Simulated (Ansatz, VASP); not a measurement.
# Ta2O5: VASP beside Ansatz, part 2 of 2

One calculation is typed for both programs; each brings its own data sets. How far apart do they land? The cell is taken from a series of runs on this material, whose earlier steps may have relaxed, scaled, displaced or heated it; both programs get it as it stands.

VASP 6.6.1 and Ansatz 0.2.0.

So far: Set-up; Ansatz: G0W0 gap, LDA.

## 3. VASP: G0W0 gap, LDA

Level of this step: G0W0 on LDA; plane waves and PAW (Ta_sv_GW, O_GW) (VASP).

The same cell, functional (in two slightly different forms) and mesh now go to VASP, with its own data sets.

Lines of VASP's logs that name or quote its potential files are left out, and so is its time.

The run reads the wave functions of an earlier VASP run, which isn't shown here.

Contents of INCAR:

```
SYSTEM = Ta2O5
PREC = Accurate
ENCUT = 440
ISMEAR = 0
SIGMA = 0.01
LREAL = .FALSE.
GGA = CA
NBANDS = 400
LASPH = .TRUE.
ALGO = EVGW0
NELMGW = 1
ENCUTGW = 150
NOMEGA = 64
PRECFOCK = Fast
NBANDSGW = 48
LWAVE = .FALSE.
LCHARG = .FALSE.
```

Contents of POSCAR:

```
Ta2O5
1.0
    3.6770000000      0.0000000000      0.0000000000
    0.0000000000      3.8970000000      0.0000000000
    0.0000000000      0.0000000000      6.2170000000
Ta O
2 5
Direct
    0.5000000000      0.0000000000      0.5000000000
    0.0000000000      0.0000000000      0.0000000000
    0.0000000000      0.0000000000      0.3219126261
    0.0000000000      0.0000000000      0.6780873739
    0.5000000000      0.5000000000      0.5000000000
    0.5000000000      0.0000000000      0.0000000000
    0.0000000000      0.5000000000      0.0000000000
```

Contents of KPOINTS:

```
Automatic mesh
0
Gamma
4 4 4
0 0 0
```

The projector-augmented-wave data sets are Ta_sv_GW and O_GW (LDA family, release 64).

Run with:

```console
> mpirun -np 16 vasp_std
```

Numbers of over 12 decimals in the logs are rounded to 6 here.

The program printed:

```text
[banner, memory and clock lines left out]
running   16 mpi-ranks, on    1 nodes
 distrk:  each k-point on   16 cores,    1 groups
 distr:  one band on    1 cores,   16 groups

 POSCAR found type information on POSCAR TaO
 POSCAR found :  2 types and       7 ions
|                                                                             |
|           W    W    AA    RRRRR   N    N  II  N    N   GGGG   !!!           |
|           W    W   A  A   R    R  NN   N  II  NN   N  G    G  !!!           |
|           W    W  A    A  R    R  N N  N  II  N N  N  G       !!!           |
|           W WW W  AAAAAA  RRRRR   N  N N  II  N  N N  G  GGG   !            |
|           WW  WW  A    A  R   R   N   NN  II  N   NN  G    G                |
|           W    W  A    A  R    R  N    N  II  N    N   GGGG   !!!           |
|                                                                             |
|     For optimal performance we recommend to set                             |
|       NCORE = 2 up to number-of-cores-per-socket                            |
|     NCORE specifies how many cores store one orbital (NPAR=cpu/NCORE).      |
|     This setting can greatly improve the performance of VASP for DFT.       |
|     The default, NCORE=1 might be grossly inefficient on modern             |
|     multi-core architectures or massively parallel machines. Do your        |
|     Unfortunately you need to use the default for GW and RPA                |
|     calculations (for HF NCORE is supported but not extensively tested      |
|     yet).                                                                   |
|                                                                             |

|                                                                             |
|           W    W    AA    RRRRR   N    N  II  N    N   GGGG   !!!           |
|           W    W   A  A   R    R  NN   N  II  NN   N  G    G  !!!           |
|           W    W  A    A  R    R  N N  N  II  N N  N  G       !!!           |
|           W WW W  AAAAAA  RRRRR   N  N N  II  N  N N  G  GGG   !            |
|           WW  WW  A    A  R   R   N   NN  II  N   NN  G    G                |
|           W    W  A    A  R    R  N    N  II  N    N   GGGG   !!!           |
|                                                                             |
|     The default for ENCUTGWSOFT is different in this version of VASP.       |
|     please manually set ENCUTGWSOFT =150 in the INCAR file.                 |
|                                                                             |

 LDA part: xc-table for (Slater(with rela. corr.)+CA(PZ))
 , standard interpolation
 found WAVECAR, reading the header
 POSCAR, INCAR and KPOINTS ok, starting setup
 FFT: planning ... GRIDC
 FFT: planning ... GRID_SOFT
 FFT: planning ... GRID
 reading WAVECAR
 the WAVECAR file was read successfully
 initial charge from wavefunction
 available memory per node:     15.16 GB, setting MAXMEM to     15519

 The Fermi energy was updated, please check that it is located mid-gap
 values below the HOMO (VB) or above the LUMO (CB) will cause erroneous energies
 E-fermi :   4.3691

 calculate exact exchange contribution
 the WAVEDER file was read successfully
|                                                                             |
|           W    W    AA    RRRRR   N    N  II  N    N   GGGG   !!!           |
|           W    W   A  A   R    R  NN   N  II  NN   N  G    G  !!!           |
|           W    W  A    A  R    R  N N  N  II  N N  N  G       !!!           |
|           W WW W  AAAAAA  RRRRR   N  N N  II  N  N N  G  GGG   !            |
|           WW  WW  A    A  R   R   N   NN  II  N   NN  G    G                |
|           W    W  A    A  R    R  N    N  II  N    N   GGGG   !!!           |
|                                                                             |
|     Automatic setting of frequency mesh for GW failed. Frequency mesh       |
|     properly not suitable for determining QP energies. Consider             |
|     increasing number of kpoints.                                           |
|                                                                             |

energies w=
    0.000    0.000    0.780    0.000    1.558    0.000    2.333    0.000
    3.102    0.000    3.864    0.000    4.619    0.000    5.365    0.000
    6.102    0.000    6.828    0.000    7.544    0.000    8.251    0.000
    8.948    0.000    9.635    0.000   10.313    0.000   10.984    0.000
   11.648    0.000   12.306    0.000   12.959    0.000   13.608    0.000
   14.256    0.000   14.902    0.000   15.549    0.000   16.199    0.000
   16.852    0.000   17.511    0.000   18.177    0.000   18.853    0.000
   19.540    0.000   20.241    0.000   20.959    0.000   21.696    0.000
   22.455    0.000   23.240    0.000   24.053    0.000   24.900    0.000
   25.786    0.000   26.716    0.000   27.694    0.000   28.731    0.000
   29.833    0.000   31.009    0.000   32.272    0.000   33.635    0.000
   35.113    0.000   36.727    0.000   38.501    0.000   40.462    0.000
   42.649    0.000   45.105    0.000   47.888    0.000   51.074    0.000
   54.763    0.000   59.085    0.000   64.223    0.000   70.436    0.000
   78.098    0.000   87.782    0.000  100.399    0.000  117.501    0.000
  141.958    0.000  179.744    0.000  245.669    0.000  389.345    0.000
 responsefunction array rank=     384
 LDA part: xc-table for (Slater(with rela. corr.)+CA(PZ))
 , standard interpolation

 min. memory requirement per mpi rank    414.2 MB, per node   6627.0 MB

 allocating   4 responsefunctions rank=   384
 shmem allocating  64 responsefunctions rank=   384
 response function shared by NCSHMEM nodes    1
 Doing            4  frequencies on each core in blocks of           64
NQ=   1    0.0000    0.0000    0.0000,
|.........|.........|.........|.........|.........|.........|.........|.........
 performed       2370000 updates of chi_q(r,r)
 total number of BLAS operations       2694.82 Gflops
NQ=   2    0.2500    0.0000    0.0000,
|.........|.........|.........|.........|.........|.........|.........|.........
 performed       5469000 updates of chi_q(r,r)
 total number of BLAS operations       5962.32 Gflops
NQ=   3    0.5000    0.0000    0.0000,
|.........|.........|.........|.........|.........|.........|.........|.........
 performed       7839000 updates of chi_q(r,r)
 total number of BLAS operations       8474.50 Gflops
NQ=   4    0.0000    0.2500    0.0000,
|.........|.........|.........|.........|.........|.........|.........|.........
 performed      10938000 updates of chi_q(r,r)
 total number of BLAS operations      11796.23 Gflops
NQ=   5    0.2500    0.2500    0.0000,
|.........|.........|.........|.........|.........|.........|.........|.........
 performed      14268000 updates of chi_q(r,r)
 total number of BLAS operations      15582.60 Gflops
NQ=   6    0.5000    0.2500    0.0000,
|.........|.........|.........|.........|.........|.........|.........|.........
 performed      17367000 updates of chi_q(r,r)
 total number of BLAS operations      19051.13 Gflops
NQ=   7    0.0000    0.5000    0.0000,
|.........|.........|.........|.........|.........|.........|.........|.........
 performed      19737000 updates of chi_q(r,r)
 total number of BLAS operations      21731.67 Gflops
NQ=   8    0.2500    0.5000    0.0000,
|.........|.........|.........|.........|.........|.........|.........|.........
 performed      22836000 updates of chi_q(r,r)
 total number of BLAS operations      25200.20 Gflops
NQ=   9    0.5000    0.5000    0.0000,
|.........|.........|.........|.........|.........|.........|.........|.........
 performed      25206000 updates of chi_q(r,r)
 total number of BLAS operations      27880.75 Gflops
NQ=  10    0.0000    0.0000    0.2500,
|.........|.........|.........|.........|.........|.........|.........|.........
 performed      28305000 updates of chi_q(r,r)
 total number of BLAS operations      31312.28 Gflops
NQ=  11    0.2500    0.0000    0.2500,
|.........|.........|.........|.........|.........|.........|.........|.........
 performed      31788000 updates of chi_q(r,r)
 total number of BLAS operations      35065.95 Gflops
NQ=  12    0.5000    0.0000    0.2500,
|.........|.........|.........|.........|.........|.........|.........|.........
 performed      34887000 updates of chi_q(r,r)
 total number of BLAS operations      38424.09 Gflops
NQ=  13    0.0000    0.2500    0.2500,
|.........|.........|.........|.........|.........|.........|.........|.........
 performed      38524000 updates of chi_q(r,r)
 total number of BLAS operations      42450.78 Gflops
NQ=  14    0.2500    0.2500    0.2500,
|.........|.........|.........|.........|.........|.........|.........|.........
 performed      42314000 updates of chi_q(r,r)
 total number of BLAS operations      46580.11 Gflops
NQ=  15    0.5000    0.2500    0.2500,
|.........|.........|.........|.........|.........|.........|.........|.........
 performed      45951000 updates of chi_q(r,r)
 total number of BLAS operations      50693.86 Gflops
NQ=  16    0.0000    0.5000    0.2500,
|.........|.........|.........|.........|.........|.........|.........|.........
 performed      49050000 updates of chi_q(r,r)
 total number of BLAS operations      54125.40 Gflops
NQ=  17    0.2500    0.5000    0.2500,
|.........|.........|.........|.........|.........|.........|.........|.........
 performed      52533000 updates of chi_q(r,r)
 total number of BLAS operations      58065.43 Gflops
NQ=  18    0.5000    0.5000    0.2500,
|.........|.........|.........|.........|.........|.........|.........|.........
 performed      55632000 updates of chi_q(r,r)
 total number of BLAS operations      61423.56 Gflops
NQ=  19    0.0000    0.0000    0.5000,
|.........|.........|.........|.........|.........|.........|.........|.........
 performed      58002000 updates of chi_q(r,r)
 total number of BLAS operations      64161.44 Gflops
NQ=  20    0.2500    0.0000    0.5000,
|.........|.........|.........|.........|.........|.........|.........|.........
 performed      61101000 updates of chi_q(r,r)
 total number of BLAS operations      67556.18 Gflops
NQ=  21    0.5000    0.0000    0.5000,
|.........|.........|.........|.........|.........|.........|.........|.........
 performed      63471000 updates of chi_q(r,r)
 total number of BLAS operations      70068.35 Gflops
NQ=  22    0.0000    0.2500    0.5000,
|.........|.........|.........|.........|.........|.........|.........|.........
 performed      66570000 updates of chi_q(r,r)
 total number of BLAS operations      73426.49 Gflops
NQ=  23    0.2500    0.2500    0.5000,
|.........|.........|.........|.........|.........|.........|.........|.........
 performed      69900000 updates of chi_q(r,r)
 total number of BLAS operations      77113.09 Gflops
NQ=  24    0.5000    0.2500    0.5000,
|.........|.........|.........|.........|.........|.........|.........|.........
 performed      72999000 updates of chi_q(r,r)
 total number of BLAS operations      80471.22 Gflops
NQ=  25    0.0000    0.5000    0.5000,
|.........|.........|.........|.........|.........|.........|.........|.........
 performed      75369000 updates of chi_q(r,r)
 total number of BLAS operations      83038.92 Gflops
NQ=  26    0.2500    0.5000    0.5000,
|.........|.........|.........|.........|.........|.........|.........|.........
 performed      78468000 updates of chi_q(r,r)
 total number of BLAS operations      86619.63 Gflops
NQ=  27    0.5000    0.5000    0.5000,
|.........|.........|.........|.........|.........|.........|.........|.........
 performed      80838000 updates of chi_q(r,r)
 total number of BLAS operations      89415.45 Gflops
 resolving degeneracies of screened two electron integrals

 calculate QP shifts <psi_nk| G(iteration)W_0 |psi_nk>: iteration 1
 entering main loop
```

Parts of OUTCAR (step 3):

```text
ion  position               nearest neighbor table
   1  0.500  0.000  0.500-   5 1.95   5 1.95   3 2.15   4 2.15   3 2.15   4 2.15
   2  0.000  0.000  0.000-   6 1.84   6 1.84   7 1.95   7 1.95   3 2.00   4 2.00
   3  0.000  0.000  0.322-   2 2.00   1 2.15   1 2.15
   4  0.000  0.000  0.678-   2 2.00   1 2.15   1 2.15
   5  0.500  0.500  0.500-   1 1.95   1 1.95
   6  0.500  0.000  0.000-   2 1.84   2 1.84
   7  0.000  0.500  0.000-   2 1.95   2 1.95

  LATTYP: Found a simple orthorhombic cell.
 ALAT       =     3.6770000000
 B/A-ratio  =     1.0598313843
 C/A-ratio  =     1.6907805276

 Subroutine GETGRP returns: Found  8 space group operations
 (whereof  8 operations were pure point group operations)

The static configuration has the point symmetry D_2h.

 Found     27 irreducible k-points:

   k-points           NKPTS =     27   k-points in BZ     NKDIM =     64   number of bands    NBANDS=    400

   dimension x,y,z NGX =    28 NGY =   28 NGZ =   48
   dimension x,y,z NGXF=    56 NGYF=   56 NGZF=   96

   ENCUT  =  440.0 eV  32.34 Ry    5.69 a.u.   6.29  6.67 10.63*2*pi/ulx,y,z

   NELECT =      56.0000    total number of electrons

  energy-cutoff  :      440.00
  volume of cell :       89.09
      direct lattice vectors                 reciprocal lattice vectors
     3.677000000  0.000000000  0.000000000     0.271960838  0.000000000  0.000000000
     0.000000000  3.897000000  0.000000000     0.000000000  0.256607647  0.000000000
     0.000000000  0.000000000  6.217000000     0.000000000  0.000000000  0.160849284

 k-points in reciprocal lattice and weights: Automatic mesh
   0.00000000  0.00000000  0.00000000       0.016
   0.25000000  0.00000000  0.00000000       0.031
   0.50000000  0.00000000  0.00000000       0.016
   0.00000000  0.25000000  0.00000000       0.031
   0.25000000  0.25000000  0.00000000       0.062
   0.50000000  0.25000000  0.00000000       0.031
   0.00000000  0.50000000  0.00000000       0.016
   0.25000000  0.50000000  0.00000000       0.031
   0.50000000  0.50000000  0.00000000       0.016
[...]
0.25000000  0.50000000  0.50000000       0.031
   0.50000000  0.50000000  0.50000000       0.016

 E-fermi :   4.3691

 QP shifts <psi_nk| G(iteration)W_0 |psi_nk>: iteration 1
 for sc-GW calculations column KS-energies equals QP-energies in previous step
 and V_xc(KS)=  KS-energies - (<T + V_ion + V_H > + <T+V_H+V_ion>^1  + <V_x>^1)
 k-point   1 :       0.0000    0.0000    0.0000
  band No.  KS-energies  QP-energies   sigma(KS)   V_xc(KS)     V^pw_x(r,r')   Z            occupation Imag(sigma)
    ...
     25       2.7448       2.3415     -20.0221     -19.4678     -24.3428       0.7276       2.0000       0.3628
     26       3.4160       3.0778     -20.3955     -19.9322     -24.5959       0.7298       2.0000       0.3332
     27       3.4312       2.9330     -21.4181     -20.7487     -25.8508       0.7443       2.0000       0.3275
     28       3.6180       3.1674     -20.3152     -19.6934     -24.8447       0.7246       2.0000       0.3728
     29       4.5722       5.5234     -12.6743     -13.9134      -7.7977       0.7676       0.0000      -0.3095
     30       5.0092       6.0383     -13.8537     -15.1725      -9.3431       0.7803       0.0000      -0.2572
     31       5.4286       6.4371     -14.4579     -15.7805     -10.0321       0.7625       0.0000      -0.2892
     32       6.3323       7.4949     -13.9563     -15.4266      -9.2443       0.7907       0.0000      -0.2562
    ...

 k-point   2 :       0.2500    0.0000    0.0000
  band No.  KS-energies  QP-energies   sigma(KS)   V_xc(KS)     V^pw_x(r,r')   Z            occupation Imag(sigma)
    ...
     25       2.3035       1.8810     -19.8499     -19.2717     -24.2450       0.7308       2.0000       0.3775
     26       3.0448       2.5328     -18.8659     -18.1535     -23.4087       0.7186       2.0000       0.4318
     27       3.1406       2.6099     -21.1122     -20.4017     -25.4789       0.7470       2.0000       0.3327
     28       3.3347       2.9705     -19.9916     -19.4902     -24.1777       0.7264       2.0000       0.3469
     29       4.9037       5.9022     -13.8138     -15.1337      -8.9569       0.7565       0.0000      -0.3308
     30       4.9878       5.9630     -14.0729     -15.3436      -9.7504       0.7674       0.0000      -0.2688
     31       5.9564       6.9594     -15.3034     -16.6212     -11.1919       0.7611       0.0000      -0.2704
     32       7.7718       8.8853     -15.2471     -16.6930     -10.9485       0.7701       0.0000      -0.2744
    ...

 k-point   3 :       0.5000    0.0000    0.0000
  band No.  KS-energies  QP-energies   sigma(KS)   V_xc(KS)     V^pw_x(r,r')   Z            occupation Imag(sigma)
    ...
     25       2.1351       1.8127     -20.3629     -19.9251     -24.2435       0.7362       2.0000       0.3072
     26       2.6794       2.1376     -18.1655     -17.4128     -22.6830       0.7198       2.0000       0.4621
     27       3.0497       2.4934     -21.1326     -20.3856     -25.5772       0.7448       2.0000       0.3400
     28       3.1135       2.6975     -19.1799     -18.6048     -23.3356       0.7233       2.0000       0.3738
     29       4.4620       5.4190     -13.3594     -14.5921      -8.9690       0.7764       0.0000      -0.2578
     30       4.4987       5.5186     -13.4228     -14.7625      -8.4269       0.7613       0.0000      -0.3194
     31       6.7191       7.7577     -16.1200     -17.5016     -11.9946       0.7518       0.0000      -0.3080
     32       7.6904       8.8293     -16.0937     -17.5913     -11.6914       0.7605       0.0000      -0.3015
    ...

 k-point   4 :       0.0000    0.2500    0.0000
  band No.  KS-energies  QP-energies   sigma(KS)   V_xc(KS)     V^pw_x(r,r')   Z            occupation Imag(sigma)
    ...
     25       2.1443       1.6346     -19.4369     -18.7425     -23.8877       0.7341       2.0000       0.4329
     26       2.7768       2.3094     -20.8046     -20.1756     -25.2262       0.7432       2.0000       0.3552
     27       2.9696       2.6383     -20.7856     -20.3345     -25.1141       0.7343       2.0000       0.3293
     28       3.3006       2.9621     -20.0018     -19.5357     -24.2322       0.7262       2.0000       0.3463
     29       4.7182       5.6749     -12.7450     -13.9953      -7.7844       0.7652       0.0000      -0.3217
     30       6.3611       7.5284     -13.9817     -15.4591      -9.2499       0.7901       0.0000      -0.2578
     31       6.6173       7.6880     -15.5146     -16.9381     -11.1236       0.7522       0.0000      -0.3147
     32       6.7611       7.8243     -15.5777     -17.0064     -10.9958       0.7442       0.0000      -0.3779
    ...

[... 4 further parts left out ...]
```

## 4. Differences

Known differences besides the potentials themselves: the two LDA forms differ slightly; fixed occupations in Ansatz, narrow Gaussian smearing in VASP; the cutoff is 420 eV in Ansatz and 440 eV in VASP; VASP's log shows a relativistic correction to its local exchange, Ansatz's none; Ansatz integrates over frequency by contour deformation, VASP on a grid of NOMEGA points; Ansatz's G0W0 levels solve the quasiparticle equation, VASP's are linearised. Total energies have different zeros and are not compared.

The two programs side by side:

| quantity | Ansatz | VASP | difference |
| --- | --- | --- | --- |
| G0W0 gap on the mesh (eV) | 1.38 | 1.52 | -0.14 |
| Kohn-Sham gap under it (eV) | 0.20 | 0.19 | +0.02 |

VASP's log warns that its frequency grid doesn't suit quasiparticle energies on this mesh.

## 5. Summary of results

```
difference in G0W0 gap on the mesh (G0W0 gap, LDA) : -0.14 eV
```

**Reading.** The difference in G0W0 gap on the mesh is -0.14 eV (G0W0 gap, LDA). How closely two codes agree says nothing of how well the functional describes the real material.

[Lines on the potential files, build, host, timing and source positions are cut from VASP's logs without a mark.]

[Logs are printed without paths, hosts, clocks, repeated set-up lines and the standing remarks that a program may print on its own settings, such as how far it seeks lower states.]

[Hosts, paths, dates, database ids (printed as entryN), source tags and the programs' standing remarks are cut or masked in the printed files.]
